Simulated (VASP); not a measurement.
Calculation: LDA (Ceperley-Alder, Perdew-Zunger), VASP's LDA PAW potentials (set 64) (plane waves; VASP).

VASP input:

POSCAR:
```
Tl
1
    1.6628720929    -2.8801790661     0.0000000000
    1.6628720929     2.8801790661     0.0000000000
    0.0000000000     0.0000000000     5.2099014448
Tl
2
Direct
  0.3333330000   0.6666670000   0.2500000000
  0.6666670000   0.3333330000   0.7500000000
```

**INCAR**
```
ALGO  =  Normal
EDIFF  =  1E-6
EDIFFG  =  -0.02
ENCUT  =  500
IBRION  =  2
ISIF  =  3
ISMEAR  =  1
LASPH  =  .TRUE.
LCHARG  =  .FALSE.
LMAXMIX  =  4
LREAL  =  .FALSE.
LWAVE  =  .FALSE.
NELM  =  100
NSW  =  40
PREC  =  Accurate
PSTRESS  =  50
SIGMA  =  0.1
SYSTEM  =  Tl
```

**KPOINTS**
```
Automatic mesh
0
Gamma
  13 13 7
0 0 0
```

POTCAR, in this order: Tl_d (LDA.64 set). Program: vasp_std.

### Question
What will the output report for the number of irreducible k-points (NKPTS), largest plane-wave count, number of space-group operations, FFT grid (NGX, NGY, NGZ)?

### Answer

```yaml
number of irreducible k-points (NKPTS): 84
largest_plane_wave_count: 1288
number_of_space_group_operations: 24
FFT grid (NGX, NGY, NGZ): 24 × 24 × 40
```

The compound is Tl in the hcp structure. This run relaxes it under an external pressure of 5 GPa. Symmetry was kept, so distortions that lower it aren't found.
